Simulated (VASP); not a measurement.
Take SnTe (rock salt), without spin-orbit terms, in VASP with PAW potentials, and its band gap. mBJ is a potential without an energy functional, so only the levels count.

One run gives 0.05 eV. Which level is it?
A. optB88-vdW (own cell)
B. revTPSS (starting cell)
C. RPBE (own cell)
D. mBJ (TB09) (PBE cell)

B, revTPSS (starting cell).  The others give 0.18 (RPBE (own cell)), 0.31 (mBJ (TB09) (PBE cell)), 0.13 (optB88-vdW (own cell)).

Only levels that ran to the end are used. Left out are those held back, those with too coarse a band path, GW runs whose mesh misses a band edge, hybrids' fits of cells that aren't cubic and levels without matching references; a question may draw on a part of the rest.

The compound is SnTe in the rock salt structure, which distorts at low temperature.
